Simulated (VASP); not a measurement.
All values below come from PBEsol GGA, VASP's PBE PAW potentials (set 64) (plane waves; VASP).

A VASP calculation is set up with these files.

INCAR:
```
SYSTEM = SnSe2
PREC = Accurate
ENCUT = 300
EDIFF = 1E-6
NELM = 100
ALGO = Normal
LREAL = .FALSE.
LASPH = .TRUE.
ISMEAR = 0
SIGMA = 0.272
GGA = PS
LMAXMIX = 4
LWAVE = .FALSE.
LCHARG = .FALSE.
ISIF = 2
```

### POSCAR
```
SnSe2
1.0
  3.8124630000   0.0000000000   0.0000000000
 -1.9062310000   3.3016900000   0.0000000000
  0.0000000000   0.0000000000  31.1092110000
Sn Se
1 2
direct
  0.0221390000   0.0205270000   0.5012300000
  0.3256210000   0.6468950000   0.5499730000
  0.6522400000   0.3325780000   0.4500270000
```

### KPOINTS
```
Automatic mesh
0
Gamma
  5 5 1
```

POTCAR, in this order: Sn_d Se (PBE.64 set). Program: vasp_std.

The run wrote:

### OSZICAR
```
       N       E                     dE             d eps       ncg     rms          rms(c)
DAV:   1     0.157923336539E+03    0.15792E+03   -0.85958E+03   546   0.766E+02
DAV:   2     0.361021043335E+01   -0.15431E+03   -0.15186E+03   605   0.226E+02
DAV:   3    -0.127818945867E+02   -0.16392E+02   -0.16369E+02   565   0.837E+01
DAV:   4    -0.131156860279E+02   -0.33379E+00   -0.33364E+00   610   0.149E+01
DAV:   5    -0.131223371130E+02   -0.66511E-02   -0.66506E-02   674   0.183E+00    0.511E+00
DAV:   6    -0.128434772650E+02    0.27886E+00   -0.61774E-01   667   0.908E+00    0.323E+00
DAV:   7    -0.128097697395E+02    0.33708E-01   -0.26324E-01   610   0.392E+00    0.464E-01
DAV:   8    -0.128049792084E+02    0.47905E-02   -0.29370E-02   578   0.197E+00    0.257E-01
DAV:   9    -0.128049999513E+02   -0.20743E-04   -0.24780E-03   604   0.329E-01    0.631E-02
DAV:  10    -0.128049484760E+02    0.51475E-04   -0.23658E-04   714   0.173E-01    0.329E-02
DAV:  11    -0.128049226114E+02    0.25865E-04   -0.92897E-05   620   0.558E-02    0.111E-02
DAV:  12    -0.128049366012E+02   -0.13990E-04   -0.13777E-05   612   0.176E-02    0.922E-03
DAV:  13    -0.128050008832E+02   -0.64282E-04   -0.34311E-05   520   0.209E-02    0.427E-03
DAV:  14    -0.128050555664E+02   -0.54683E-04   -0.64447E-06   458   0.946E-03    0.345E-03
DAV:  15    -0.128051112490E+02   -0.55683E-04   -0.51995E-06   471   0.100E-02    0.160E-03
DAV:  16    -0.128051322769E+02   -0.21028E-04   -0.49036E-07   523   0.263E-03    0.938E-04
DAV:  17    -0.128051458575E+02   -0.13581E-04   -0.19157E-07   507   0.263E-03    0.464E-04
DAV:  18    -0.128051546076E+02   -0.87501E-05   -0.13318E-07   491   0.130E-03    0.399E-04
DAV:  19    -0.128051575989E+02   -0.29912E-05   -0.50894E-08   507   0.134E-03    0.129E-04
DAV:  20    -0.128051594406E+02   -0.18417E-05   -0.33916E-08   443   0.742E-04    0.159E-04
DAV:  21    -0.128051596663E+02   -0.22566E-06   -0.91088E-10   383   0.288E-04
   1 F= -.12805160E+02 E0= -.12803722E+02  d E =-.287518E-02
```

### OUTCAR
```
------------------------ aborting loop because EDIFF is reached ----------------------------------------
  FORCE on cell =-STRESS in cart. coord.  units (eV):
  Direction    XX          YY          ZZ          XY          YZ          ZX
  --------------------------------------------------------------------------------------
  Total        0.3310439      0.7315825      1.0955595      0.0782137      0.5525336     -0.4695368
  in kB        1.3544569      2.9932500      4.4824516      0.3200094      2.2606763     -1.9210968
  external PRESSURE =       2.9433862 kB  Pullay stress =       0.0000000 kB
  volume of cell :      391.59
      direct lattice vectors                 reciprocal lattice vectors
     3.812463000  0.000000000  0.000000000     0.262297628  0.151437557  0.000000000
    -1.906231000  3.301690000  0.000000000     0.000000000  0.302875194  0.000000000
     0.000000000  0.000000000 31.109211000     0.000000000  0.000000000  0.032144820
 POSITION                                       TOTAL-FORCE (eV/Angst)
 -----------------------------------------------------------------------------------
      0.04527      0.06777     15.59287        -0.385238     -0.738189     -0.682124
      0.00829      2.13585     17.10923         0.046490      0.555862      0.732067
      1.85267      1.09807     13.99998         0.338748      0.182327     -0.049943
 -----------------------------------------------------------------------------------
    total drift:                                0.001547     -0.000320      0.000288
  FREE ENERGIE OF THE ION-ELECTRON SYSTEM (eV)
  ---------------------------------------------------
  free  energy   TOTEN  =       -12.8051596663 eV

  energy  without entropy=      -12.8022844869  energy(sigma->0) =      -12.80372208
```
(Selected blocks of OUTCAR.)

At this cut-off the stress carries a Pulay error, which pulls relaxed volumes low. The cell holds a wide vacuum, so values per volume refer to the whole cell.

The cell is a sheet with vacuum, built from a generated structure.
